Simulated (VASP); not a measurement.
Given:

```
CELL_PARAMETERS angstrom
     -1.67026     1.67026     1.67026
      1.67026    -1.67026     1.67026
      1.67026     1.67026    -1.67026
ATOMIC_POSITIONS crystal
  Ta 0.00000 0.00000 0.00000
```

Method: SCAN meta-GGA, VASP's PBE PAW potentials (set 64) (plane waves; VASP). Settings: 520 eV cut-off, 16×16×16 Γ-centred mesh, first-order Methfessel-Paxton smearing of 0.10 eV, potentials Ta_pv.

Unless said otherwise, spin-orbit coupling is left out, though it shifts the bands of the heavy elements here.

What does the run give for the energy per atom (σ→0), pressure, band gap (on the k-mesh) with the smallest direct gap where there is one?

| Quantity | Value |
|---|---|
| band gap (on the k-mesh) | none (metal, semimetal or under 0.01 eV) |
| energy per atom (σ→0) | -66.573 eV/atom |
| pressure | -10.96 GPa |

Only differences to runs with the same potentials and settings are physical.

The compound is Ta in the bcc structure. This cell is one point of a volume scan, at 1.06 of the reference volume.
